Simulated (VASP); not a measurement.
Here is the system:

```yaml
crystal:
  lattice:
    - [0.00000, 2.94350, 2.94350]
    - [2.94350, 0.00000, 2.94350]
    - [2.94350, 2.94350, 0.00000]
  atoms:
    - { symbol: In, position: [0.00000, 0.00000, 0.00000] }
    - { symbol: P, position: [0.25000, 0.25000, 0.25000] }
```

Computed with AM05 GGA, VASP's PBE PAW potentials (set 64) (plane waves; VASP). Run with 520 eV cut-off, 9×9×9 Γ-centred mesh, tetrahedra with Blöchl corrections, potentials In_d P.

Unless said otherwise, spin-orbit coupling is left out, though it shifts the bands of the heavy elements here.

Question: What does the run give for the energy per atom (σ→0), band gap (on the k-mesh) with the smallest direct gap where there is one?

Answer: 
| Property | Result |
|---|---|
| band gap (on the k-mesh) | 0.63 eV |
| smallest direct gap (on the k-mesh) | 0.63 eV |
| energy per atom (σ→0) | -418.0 kJ/mol of atoms |

Total energies compare only between runs with the same potentials, cut-off and functional.

The compound is InP in the zinc blende structure. It was relaxed first.
